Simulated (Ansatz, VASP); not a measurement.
**MoSeS: VASP beside Ansatz**

One calculation is typed for both programs; each brings its own data sets. How far apart do they land? The cell is taken from a series of runs on this material, whose earlier steps may have relaxed, scaled, displaced or heated it; both programs get it as it stands.

Main program and level: Ansatz 0.2.0; plane waves, with VASP 6.6.1 beside it; PBEsol.

## Step 1: The structure

The cell holds 3 atoms: 1 Mo, 1 S and 1 Se. Its edges and angles: a = 3.203 Å, b = 3.275 Å, c = 30.400 Å, α = 90.0°, β = 90.0°, γ = 119.3°. Vacuum lies along c.

## Step 2: VASP: zone-centre phonons, PBEsol, pair 1

Second derivatives magnify differences that forces hide, and they need a tight electronic threshold.

Lines of VASP's logs that name or quote its potential files are left out, and so is its time.

INCAR reads:

```
SYSTEM = MoSeS
PREC = Accurate
ENCUT = 500
EDIFF = 1E-08
NELM = 120
ISMEAR = 0
SIGMA = 0.01
LREAL = .FALSE.
ALGO = Normal
GGA = PS
NBANDS = 19
LASPH = .TRUE.
LORBIT = 11
LWAVE = .FALSE.
LCHARG = .FALSE.
ISIF = 2
IBRION = 8
GGA_COMPAT = .FALSE.
EFERMI = MIDGAP
NELMDL = -8
KPAR = 2
```

POSCAR reads:

```
MoSeS
1.0
    3.2031081881      0.0000000000      0.0000000000
   -1.6015540940      2.8571922538      0.0000000000
    0.0000000000      0.0000000000     30.4000000000
Mo S Se
1 1 1
Direct
    0.3344898369      0.6689796738      0.3297351800
    0.6660242534      0.3320485068      0.3793389441
    0.6661525764      0.3323051528      0.2744785076
```

KPOINTS reads:

```
Automatic mesh
0
Gamma
12 12 1
0 0 0
```

PAW data sets: Mo_sv, S and Se (PBE family, release 64).

Started as:

```
mpirun -np 2 vasp_std
```

Numbers of over 12 decimals in the logs are rounded to 6 here.

The program printed:

```text
[banner, memory and clock lines left out]
running    2 mpi-ranks, on    1 nodes
 distrk:  each k-point on    1 cores,    2 groups
 distr:  one band on    1 cores,    1 groups

 POSCAR found type information on POSCAR MoS Se
 POSCAR found :  3 types and       3 ions
|                                                                             |
|               ----> ADVICE to this user running VASP <----                  |
|                                                                             |
|     You enforced a specific xc type in the INCAR file but a different       |
|     [... a line on the potential file left out ...]
|     I HOPE YOU KNOW WHAT YOU ARE DOING!                                     |
|                                                                             |

 LDA part: xc-table for (Slater+PW92), standard interpolation
 POSCAR, INCAR and KPOINTS ok, starting setup
 FFT: planning ... GRIDC
 FFT: planning ... GRID_SOFT
 FFT: planning ... GRID
 WAVECAR not read
 entering main loop
       N       E                     dE             d eps       ncg     rms          rms(c)
DAV:   1     0.146475193332E+03    0.14648E+03   -0.12422E+04  2314   0.983E+02
DAV:   2    -0.102461778871E+02   -0.15672E+03   -0.15243E+03  2283   0.208E+02
DAV:   3    -0.236286417385E+02   -0.13382E+02   -0.13326E+02  2282   0.561E+01
DAV:   4    -0.237835949230E+02   -0.15495E+00   -0.15454E+00  2119   0.678E+00
DAV:   5    -0.237865550504E+02   -0.29601E-02   -0.29596E-02  2133   0.921E-01
DAV:   6    -0.237866632944E+02   -0.10824E-03   -0.10824E-03  2194   0.162E-01
DAV:   7    -0.237866685230E+02   -0.52287E-05   -0.52286E-05  2167   0.319E-02
DAV:   8    -0.237866687710E+02   -0.24791E-06   -0.24780E-06  2202   0.651E-03    0.217E+01
DAV:   9    -0.228419772033E+02    0.94469E+00   -0.97071E+00  1729   0.192E+01    0.708E+00
DAV:  10    -0.226778518018E+02    0.16413E+00   -0.53813E+00  1786   0.130E+01    0.553E+00
DAV:  11    -0.224583187412E+02    0.21953E+00   -0.11913E+00  1767   0.647E+00    0.127E+00
DAV:  12    -0.224561808133E+02    0.21379E-02   -0.43220E-02  2007   0.128E+00    0.739E-01
DAV:  13    -0.224532740777E+02    0.29067E-02   -0.14821E-02  1869   0.807E-01    0.123E-01
DAV:  14    -0.224529719020E+02    0.30218E-03   -0.79432E-04  2014   0.171E-01    0.561E-02
[...]
DAV:  24    -0.224536132451E+02   -0.66064E-05   -0.19726E-07  1688   0.115E-03    0.594E-04
DAV:  25    -0.224536151684E+02   -0.19233E-05   -0.24691E-08  1856   0.434E-04    0.253E-04
DAV:  26    -0.224536168360E+02   -0.16676E-05   -0.27689E-08  1584   0.470E-04    0.122E-04
DAV:  27    -0.224536174436E+02   -0.60767E-06   -0.52001E-09  1760   0.194E-04    0.132E-04
DAV:  28    -0.224536176023E+02   -0.15870E-06    0.35326E-10  1400   0.827E-05    0.580E-05
DAV:  29    -0.224536176714E+02   -0.69092E-07    0.58960E-10  1271   0.740E-05    0.256E-05
DAV:  30    -0.224536176859E+02   -0.14487E-07    0.81902E-10  1168   0.272E-05    0.110E-05
DAV:  31    -0.224536176922E+02   -0.63110E-08    0.82271E-10  1021   0.188E-05
   1 F= -.22453618E+02 E0= -.22453618E+02  d E =0.000000E+00
 Linear response reoptimize wavefunctions to high precision
DAV:   1    -0.224536176930E+02   -0.73942E-09    0.85255E-10  1217   0.994E-06
DAV:   2    -0.224536176929E+02    0.63665E-10    0.85189E-10  1162   0.345E-06
 Linear response DOF=           9
 Linear response progress:
  Degree of freedom:   1/  9
       N       E                     dE             d eps       ncg     rms          rms(c)
RMM:   1    -0.770430768286E+00   -0.77043E+00    0.38132E+00  3008   0.207E+01
RMM:   2    -0.566756767028E+00    0.20367E+00   -0.29276E-01  4211   0.368E+00    0.179E-01
RMM:   3    -0.565935084526E+00    0.82168E-03   -0.75405E-03  5665   0.566E-01    0.964E-02
RMM:   4    -0.564897251883E+00    0.10378E-02   -0.54870E-04  6479   0.181E-01    0.345E-02
RMM:   5    -0.564749991182E+00    0.14726E-03    0.10106E-05  6706   0.549E-02    0.642E-03
RMM:   6    -0.564831020935E+00   -0.81030E-04    0.34077E-05  6141   0.188E-02    0.212E-03
[...]
RMM:  13    -0.748641874665E+00   -0.22730E-06   -0.53664E-08  3036   0.211E-04    0.179E-05
RMM:  14    -0.748641967812E+00   -0.93147E-07   -0.53693E-08  3370   0.772E-05    0.128E-05
RMM:  15    -0.748642012890E+00   -0.45078E-07    0.15519E-08  3135   0.553E-05    0.678E-06
RMM:  16    -0.748642003189E+00    0.97010E-08    0.58799E-09  3431   0.263E-05    0.343E-06
 first order change of Fermi-energy   0.11279E+01
 force on displaced ion       1 direction 3 :   0.000   0.063 -28.428
 Linear response progress:
  Degree of freedom:   4/  9
       N       E                     dE             d eps       ncg     rms          rms(c)
RMM:   1    -0.107299948451E+00   -0.10730E+00   -0.12673E-01  6943   0.176E+00
RMM:   2    -0.921321525025E-01    0.15168E-01   -0.12380E-02  4702   0.557E-01    0.127E-01
RMM:   3    -0.924902029987E-01   -0.35805E-03   -0.47967E-04  4756   0.125E-01    0.722E-02
RMM:   4    -0.927227076732E-01   -0.23250E-03   -0.65335E-05  4909   0.486E-02    0.141E-02
RMM:   5    -0.927055282004E-01    0.17179E-04   -0.36147E-06  5200   0.105E-02    0.586E-03
RMM:   6    -0.926871184454E-01    0.18410E-04   -0.79547E-07  4994   0.378E-03    0.198E-03
RMM:   7    -0.926962836495E-01   -0.91652E-05    0.86478E-08  4925   0.138E-03    0.520E-04
[...]
first order change of Fermi-energy  -0.11098E-01
 force on displaced ion       2 direction 2 :  -0.000  -9.332   0.452
 Linear response progress:
  Degree of freedom:   6/  9
       N       E                     dE             d eps       ncg     rms          rms(c)
RMM:   1    -0.169118201470E+00   -0.16912E+00   -0.10632E-01  4094   0.183E+00
RMM:   2    -0.152934469891E+00    0.16184E-01   -0.14468E-02  2759   0.585E-01    0.333E-01
RMM:   3    -0.153038215372E+00   -0.10375E-03   -0.11067E-03  2620   0.178E-01    0.245E-01
RMM:   4    -0.153230564007E+00   -0.19235E-03   -0.45481E-04  2512   0.122E-01    0.624E-02
RMM:   5    -0.153149808416E+00    0.80756E-04   -0.20781E-04  2485   0.876E-02    0.274E-02
RMM:   6    -0.153168930983E+00   -0.19123E-04   -0.12467E-05  2734   0.213E-02    0.695E-03
RMM:   7    -0.153174161350E+00   -0.52304E-05   -0.10054E-06  2960   0.580E-03    0.288E-03
RMM:   8    -0.153177623721E+00   -0.34624E-05   -0.13528E-07  2881   0.144E-03    0.113E-03
RMM:   9    -0.153179944043E+00   -0.23203E-05   -0.30503E-08  2670   0.101E-03    0.584E-04
RMM:  10    -0.153182199476E+00   -0.22554E-05   -0.11868E-08  2883   0.413E-04    0.171E-04
RMM:  11    -0.153184172251E+00   -0.19728E-05   -0.25949E-08  2779   0.383E-04    0.129E-04
RMM:  12    -0.153186159232E+00   -0.19870E-05   -0.24159E-08  2836   0.303E-04    0.822E-05
RMM:  13    -0.153186827347E+00   -0.66812E-06   -0.61628E-08  2934   0.148E-04    0.253E-05
RMM:  14    -0.153186995651E+00   -0.16830E-06   -0.50047E-08  2976   0.883E-05    0.194E-05
RMM:  15    -0.153186984628E+00    0.11023E-07   -0.54912E-08  3113   0.790E-05    0.128E-05
RMM:  16    -0.153187032599E+00   -0.47970E-07   -0.64517E-08  2975   0.362E-05    0.401E-06
RMM:  17    -0.153187041474E+00   -0.88751E-08    0.50444E-09  3031   0.256E-05    0.448E-06
 first order change of Fermi-energy  -0.34275E+00
 force on displaced ion       2 direction 3 :   0.000   0.452 -16.470
 Linear response progress:
  Degree of freedom:   7/  9
       N       E                     dE             d eps       ncg     rms          rms(c)
RMM:   1    -0.743629251368E-01   -0.74363E-01   -0.19513E-02  6922   0.126E+00
RMM:   2    -0.681659345693E-01    0.61970E-02   -0.67560E-03  4692   0.371E-01    0.874E-02
RMM:   3    -0.683085301905E-01   -0.14260E-03   -0.53731E-04  4936   0.776E-02    0.522E-02
RMM:   4    -0.684517148482E-01   -0.14318E-03   -0.67681E-05  4890   0.419E-02    0.655E-03
RMM:   5    -0.684299057525E-01    0.21809E-04   -0.32309E-06  5150   0.956E-03    0.215E-03
RMM:   6    -0.684258084752E-01    0.40973E-05    0.60877E-07  5339   0.284E-03    0.642E-04
RMM:   7    -0.684276197790E-01   -0.18113E-05   -0.79039E-09  5009   0.663E-04    0.978E-05
RMM:   8    -0.684279111855E-01   -0.29141E-06   -0.21016E-09  5469   0.179E-04    0.438E-05
RMM:   9    -0.684279734182E-01   -0.62233E-07    0.23542E-08  5058   0.549E-05    0.213E-05
RMM:  10    -0.684280042614E-01   -0.30843E-07   -0.13112E-09  4987   0.279E-05    0.567E-06
RMM:  11    -0.684280152581E-01   -0.10997E-07   -0.28289E-09  5518   0.112E-05    0.190E-06
RMM:  12    -0.684280211829E-01   -0.59248E-08   -0.10600E-09  4835   0.474E-06    0.438E-07
 first order change of Fermi-energy  -0.29383E-03
 force on displaced ion       3 direction 1 :  -8.669  -0.001  -0.000
 Linear response progress:
  Degree of freedom:   8/  9
       N       E                     dE             d eps       ncg     rms          rms(c)
RMM:   1    -0.758702093792E-01   -0.75870E-01   -0.20452E-02  3982   0.127E+00
RMM:   2    -0.693078627103E-01    0.65623E-02   -0.68911E-03  2729   0.375E-01    0.882E-02
RMM:   3    -0.694462388918E-01   -0.13838E-03   -0.52659E-04  2839   0.784E-02    0.529E-02
RMM:   4    -0.695942248313E-01   -0.14799E-03   -0.66706E-05  2843   0.435E-02    0.839E-03
RMM:   5    -0.695798532599E-01    0.14372E-04   -0.73430E-06  2782   0.116E-02    0.482E-03
RMM:   6    -0.695676131529E-01    0.12240E-04   -0.95159E-07  2853   0.584E-03    0.112E-03
RMM:   7    -0.695675284296E-01    0.84723E-07   -0.93295E-08  3138   0.141E-03    0.500E-04
RMM:   8    -0.695692815673E-01   -0.17531E-05    0.76020E-09  3005   0.460E-04    0.128E-04
RMM:   9    -0.695694554343E-01   -0.17387E-06    0.37229E-09  3022   0.123E-04    0.338E-05
RMM:  10    -0.695694143590E-01    0.41075E-07   -0.19264E-09  3077   0.439E-05    0.123E-05
RMM:  11    -0.695694068372E-01    0.75217E-08   -0.22964E-09  3059   0.186E-05    0.440E-06
 first order change of Fermi-energy  -0.42960E-01
 force on displaced ion       3 direction 2 :  -0.000  -8.414  -0.381
 Linear response progress:
  Degree of freedom:   9/  9
       N       E                     dE             d eps       ncg     rms          rms(c)
RMM:   1    -0.139216312413E+00   -0.13922E+00   -0.67614E-03  4131   0.137E+00
RMM:   2    -0.130230657765E+00    0.89857E-02   -0.75655E-03  2736   0.392E-01    0.247E-01
RMM:   3    -0.130158249269E+00    0.72408E-04   -0.99554E-04  2679   0.134E-01    0.203E-01
RMM:   4    -0.130233666588E+00   -0.75417E-04   -0.31067E-04  2576   0.101E-01    0.510E-02
RMM:   5    -0.130209450657E+00    0.24216E-04   -0.10405E-04  2512   0.641E-02    0.122E-02
RMM:   6    -0.130211550775E+00   -0.21001E-05   -0.67532E-06  2857   0.150E-02    0.570E-03
RMM:   7    -0.130212749265E+00   -0.11985E-05   -0.11900E-06  2770   0.592E-03    0.214E-03
RMM:   8    -0.130215456960E+00   -0.27077E-05   -0.19023E-07  2693   0.227E-03    0.683E-04
RMM:   9    -0.130220448921E+00   -0.49920E-05   -0.76851E-08  2946   0.980E-04    0.270E-04
RMM:  10    -0.130222579889E+00   -0.21310E-05   -0.25637E-08  2761   0.407E-04    0.191E-04
RMM:  11    -0.130227660311E+00   -0.50804E-05   -0.10840E-07  2957   0.745E-04    0.172E-04
RMM:  12    -0.130228038672E+00   -0.37836E-06   -0.98168E-08  2940   0.291E-04    0.544E-05
RMM:  13    -0.130228547791E+00   -0.50912E-06   -0.88329E-08  2988   0.205E-04    0.544E-05
RMM:  14    -0.130228632162E+00   -0.84372E-07   -0.17031E-07  3045   0.143E-04    0.181E-05
RMM:  15    -0.130228665749E+00   -0.33587E-07   -0.68600E-08  3194   0.800E-05    0.935E-06
RMM:  16    -0.130228680130E+00   -0.14381E-07   -0.32288E-08  3052   0.577E-05    0.826E-06
RMM:  17    -0.130228713717E+00   -0.33587E-07   -0.42332E-08  2971   0.257E-05    0.436E-06
RMM:  18    -0.130228722628E+00   -0.89105E-08   -0.14493E-08  2961   0.201E-05    0.189E-06
 first order change of Fermi-energy  -0.78555E+00
 force on displaced ion       3 direction 3 :  -0.000  -0.382 -15.673
 Linear response finished
```

Parts of OUTCAR (step 2):

```text
ion  position               nearest neighbor table
   1  0.334  0.669  0.330-   2 2.40   2 2.40   2 2.42   3 2.51   3 2.51   3 2.53
   2  0.666  0.332  0.379-   1 2.40   1 2.40   1 2.42
   3  0.666  0.332  0.274-   1 2.51   1 2.51   1 2.53

  LATTYP: Found a base centered orthorhombic cell.
 ALAT       =     3.2031081881
 B/A-ratio  =     1.7840123318
 C/A-ratio  =     9.4907815206

 Subroutine GETGRP returns: Found  2 space group operations
 (whereof  2 operations were pure point group operations)

The static configuration has the point symmetry C_1h.

 Found     43 irreducible k-points:

   k-points           NKPTS =     43   k-points in BZ     NKDIM =     43   number of bands    NBANDS=     19

   dimension x,y,z NGX =    24 NGY =   24 NGZ =  224
   dimension x,y,z NGXF=    48 NGYF=   48 NGZF=  448

   ENCUT  =  500.0 eV  36.75 Ry    6.06 a.u.   5.84  5.97 55.43*2*pi/ulx,y,z

   NELECT =      26.0000    total number of electrons

 k-points in reciprocal lattice and weights: Automatic mesh
   0.00000000  0.00000000  0.00000000       0.007
   0.08333333 -0.00000000  0.00000000       0.028
   0.16666667 -0.00000000  0.00000000       0.028
   0.25000000 -0.00000000  0.00000000       0.028
   0.33333333 -0.00000000  0.00000000       0.028
   0.41666667 -0.00000000  0.00000000       0.028
   0.50000000 -0.00000000  0.00000000       0.014
   0.00000000  0.08333333  0.00000000       0.014
   0.08333333  0.08333333  0.00000000       0.028
[...]
0.16666667  0.41666667  0.00000000       0.014
   0.00000000  0.50000000  0.00000000       0.007

 average (electrostatic) potential at core
       1 -84.5288       2 -94.4377       3 -61.1261

  Total       -0.4042137     -1.9622362      0.0691591     -0.0000000      0.0031677      0.0000000
  in kB       -2.3277534    -11.2999679      0.3982680     -0.0000000      0.0182417      0.0000000
  external PRESSURE =      -4.4098178 kB  Pullay stress =       0.0000000 kB

  energy-cutoff  :      500.00
  volume of cell :      278.22
      direct lattice vectors                 reciprocal lattice vectors
     3.203108188  0.000000000  0.000000000     0.312196761  0.174996975  0.000000000
    -1.601554094  2.857192254  0.000000000     0.000000000  0.349993949  0.000000000
     0.000000000  0.000000000 30.400000000     0.000000000  0.000000000  0.032894737

 POSITION                                       TOTAL-FORCE (eV/Angst)
 -----------------------------------------------------------------------------------
      0.00000      1.91140     10.02395         0.000000      0.001050      0.043253
      1.60155      0.94873     11.53190         0.000000      0.000426      0.003988
      1.60155      0.94946      8.34415        -0.000000     -0.001476     -0.047241
 -----------------------------------------------------------------------------------
    total drift:                                0.000000     -0.000112     -0.000214

 Eigenvectors and eigenvalues of the dynamical matrix
 ----------------------------------------------------

   1 f  =   13.063205 THz    82.078535 2PiTHz  435.741603 cm-1    54.025049 meV
             X         Y         Z           dx          dy          dz
      0.000000  1.911404 10.023949     0.000000    0.029489   -0.577504
      1.601554  0.948726 11.531904    -0.000000   -0.053569    0.804660
      1.601554  0.949460  8.344147    -0.000000    0.001672    0.123570

   2 f  =   10.533367 THz    66.183094 2PiTHz  351.355287 cm-1    43.562484 meV
             X         Y         Z           dx          dy          dz
      0.000000  1.911404 10.023949     0.623503    0.000000    0.000000
      1.601554  0.948726 11.531904    -0.753863   -0.000000   -0.000000
      1.601554  0.949460  8.344147    -0.207206   -0.000000   -0.000000

   3 f  =   10.334343 THz    64.932589 2PiTHz  344.716563 cm-1    42.739387 meV
             X         Y         Z           dx          dy          dz
      0.000000  1.911404 10.023949    -0.000000    0.622899    0.054769
      1.601554  0.948726 11.531904     0.000000   -0.750343   -0.026367
      1.601554  0.949460  8.344147     0.000000   -0.208322   -0.043456

   4 f  =    8.721175 THz    54.796761 2PiTHz  290.907095 cm-1    36.067867 meV
             X         Y         Z           dx          dy          dz
      0.000000  1.911404 10.023949     0.000000   -0.015245    0.446424
      1.601554  0.948726 11.531904    -0.000000    0.054052    0.443593
      1.601554  0.949460  8.344147    -0.000000   -0.017401   -0.774903

   5 f  =    6.192753 THz    38.910215 2PiTHz  206.568006 cm-1    25.611157 meV
             X         Y         Z           dx          dy          dz
      0.000000  1.911404 10.023949    -0.384179   -0.000000    0.000000
      1.601554  0.948726 11.531904    -0.526252   -0.000000    0.000000
      1.601554  0.949460  8.344147     0.758594    0.000000   -0.000000

   6 f  =    6.101202 THz    38.334980 2PiTHz  203.514178 cm-1    25.232531 meV
             X         Y         Z           dx          dy          dz
      0.000000  1.911404 10.023949    -0.000000    0.384128   -0.026661
      1.601554  0.948726 11.531904    -0.000000    0.525678   -0.001257
      1.601554  0.949460  8.344147     0.000000   -0.757953    0.030053

   7 f/i=    0.001792 THz     0.011258 2PiTHz    0.059768 cm-1     0.007410 meV
             X         Y         Z           dx          dy          dz
      0.000000  1.911404 10.023949    -0.000000    0.421908    0.534214
      1.601554  0.948726 11.531904    -0.000000    0.243989    0.308950
      1.601554  0.949460  8.344147    -0.000000    0.382956    0.484740

   8 f/i=    0.002362 THz     0.014839 2PiTHz    0.078778 cm-1     0.009767 meV
             X         Y         Z           dx          dy          dz
      0.000000  1.911404 10.023949     0.680918   -0.000000    0.000000
      1.601554  0.948726 11.531904     0.393381   -0.000000    0.000000
      1.601554  0.949460  8.344147     0.617739   -0.000000    0.000000

   9 f/i=    0.002625 THz     0.016496 2PiTHz    0.087572 cm-1     0.010858 meV
             X         Y         Z           dx          dy          dz
      0.000000  1.911404 10.023949     0.000000    0.534167   -0.422018
      1.601554  0.948726 11.531904     0.000000    0.308750   -0.244134
      1.601554  0.949460  8.344147     0.000000    0.484921   -0.382742

 ELASTIC MODULI CONTR FROM IONIC RELAXATION (kBar)
 Direction    XX          YY          ZZ          XY          YZ          ZX
 --------------------------------------------------------------------------------
 XX         -71.2613    -54.8696   -178.7323     -0.0000      1.9134      0.0000
 YY         -54.8696    -76.0150   -188.1118     -0.0000     -1.2276     -0.0000
 ZZ        -178.7323   -188.1118   -523.9074     -0.0000     -0.1564     -0.0000
 XY          -0.0000     -0.0000     -0.0000    -12.5160     -0.0000      2.4660
 YZ           1.9134     -1.2276     -0.1564     -0.0000   -263.6606     -0.0000
 ZX           0.0000     -0.0000     -0.0000      2.4660     -0.0000   -231.6688
 --------------------------------------------------------------------------------
```

This run has no spin polarisation, so a moment on Mo, if there is one, isn't seen.

(Part 1 of 2 ends here.)

[Lines on the potential files, build, host, timing and source positions are cut from VASP's logs without a mark.]

[Logs are printed without paths, hosts, clocks, repeated set-up lines and the standing remarks that a program may print on its own settings, such as how far it seeks lower states.]

[Hosts, paths, dates, database ids (printed as entryN), source tags and the programs' standing remarks are cut or masked in the printed files.]
